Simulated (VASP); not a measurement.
OSZICAR of a VASP run on SrTiO3 (cubic perovskite):

### OSZICAR
```
       N       E                     dE             d eps       ncg     rms          rms(c)
DAV:   1     0.460031079323E+03    0.46003E+03   -0.21748E+04   480   0.186E+03
DAV:   2     0.291277094462E+01   -0.45712E+03   -0.45063E+03   568   0.502E+02
DAV:   3    -0.402655308652E+02   -0.43178E+02   -0.42907E+02   664   0.146E+02
DAV:   4    -0.424049601549E+02   -0.21394E+01   -0.21386E+01   680   0.293E+01
DAV:   5    -0.424680901679E+02   -0.63130E-01   -0.63127E-01   664   0.389E+00    0.277E+01
DAV:   6    -0.321600749989E+02    0.10308E+02   -0.66804E+01   712   0.756E+01    0.170E+01
DAV:   7    -0.322031310425E+02   -0.43056E-01   -0.88401E+00   584   0.233E+01    0.112E+01
DAV:   8    -0.322224589845E+02   -0.19328E-01   -0.20003E+00   632   0.154E+01    0.298E+00
DAV:   9    -0.321272270066E+02    0.95232E-01   -0.49226E-01   576   0.727E+00    0.898E-01
DAV:  10    -0.321316172160E+02   -0.43902E-02   -0.12965E-01   656   0.252E+00    0.811E-01
DAV:  11    -0.321233902686E+02    0.82269E-02   -0.65357E-02   760   0.211E+00    0.170E-01
DAV:  12    -0.321232738772E+02    0.11639E-03   -0.24119E-03   600   0.534E-01    0.899E-02
DAV:  13    -0.321232186362E+02    0.55241E-04   -0.40339E-04   768   0.230E-01    0.499E-02
DAV:  14    -0.321232140532E+02    0.45830E-05   -0.10484E-04   608   0.963E-02    0.191E-02
DAV:  15    -0.321232115149E+02    0.25383E-05   -0.28667E-05   608   0.572E-02    0.767E-03
DAV:  16    -0.321232118826E+02   -0.36765E-06   -0.30890E-06   480   0.160E-02
   1 F= -.32123212E+02 E0= -.32123212E+02  d E =-.321232E+02
       N       E                     dE             d eps       ncg     rms          rms(c)
DAV:   1    -0.323793577970E+02   -0.25615E+00   -0.72971E+00   552   0.292E+01    0.458E+00
DAV:   2    -0.321556271835E+02    0.22373E+00   -0.85802E-01   568   0.909E+00    0.162E+00
DAV:   3    -0.321207010347E+02    0.34926E-01   -0.23268E-01   520   0.299E+00    0.759E-01
DAV:   4    -0.321202323768E+02    0.46866E-03   -0.49101E-02   704   0.140E+00    0.679E-01
DAV:   5    -0.321219247938E+02   -0.16924E-02   -0.62547E-03   824   0.732E-01    0.532E-01
DAV:   6    -0.321233177348E+02   -0.13929E-02   -0.30336E-03   696   0.309E-01    0.237E-01
DAV:   7    -0.321238839109E+02   -0.56618E-03   -0.13053E-03   728   0.185E-01    0.510E-02
DAV:   8    -0.321239154084E+02   -0.31497E-04   -0.70757E-05   608   0.552E-02    0.227E-02
DAV:   9    -0.321239284179E+02   -0.13009E-04   -0.38938E-05   720   0.531E-02    0.474E-03
DAV:  10    -0.321239287610E+02   -0.34311E-06   -0.40153E-06   488   0.128E-02
   2 F= -.32123929E+02 E0= -.32123929E+02  d E =-.716878E-03
       N       E                     dE             d eps       ncg     rms          rms(c)
DAV:   1    -0.321939075426E+02   -0.69979E-01   -0.17597E+00   560   0.141E+01    0.224E+00
DAV:   2    -0.321388643443E+02    0.55043E-01   -0.19780E-01   560   0.443E+00    0.777E-01
DAV:   3    -0.321304966299E+02    0.83677E-02   -0.52921E-02   600   0.155E+00    0.285E-01
DAV:   4    -0.321309019433E+02   -0.40531E-03   -0.11397E-02   648   0.573E-01    0.273E-01
DAV:   5    -0.321311151821E+02   -0.21324E-03   -0.10164E-03   824   0.292E-01    0.214E-01
DAV:   6    -0.321314741211E+02   -0.35894E-03   -0.56857E-04   616   0.140E-01    0.106E-01
DAV:   7    -0.321316574323E+02   -0.18331E-03   -0.37459E-04   704   0.127E-01    0.147E-02
DAV:   8    -0.321316730516E+02   -0.15619E-04   -0.89400E-05   752   0.449E-02    0.984E-03
DAV:   9    -0.321316739767E+02   -0.92514E-06   -0.36343E-06   512   0.123E-02
   3 F= -.32131674E+02 E0= -.32131674E+02  d E =-.846209E-02
```

Which electronic solver shows in the log?

It is blocked Davidson (ALGO = Normal, or the opening steps of other solvers). The INCAR had ALGO = Normal.

Can the final energy be trusted as converged?

The run converged. It stopped with EDIFF = 1E-6, NELM = 100, NSW = 60 and EDIFFG = -0.02 after 3 ionic steps (rev-vdW-DF2, plane waves, VASP's PBE PAW potentials (set 64)).

The compound is SrTiO3 in the cubic perovskite structure, the ideal cubic form; the compound distorts at low or room temperature. This run relaxes it. Symmetry was kept, so distortions that lower it aren't found.
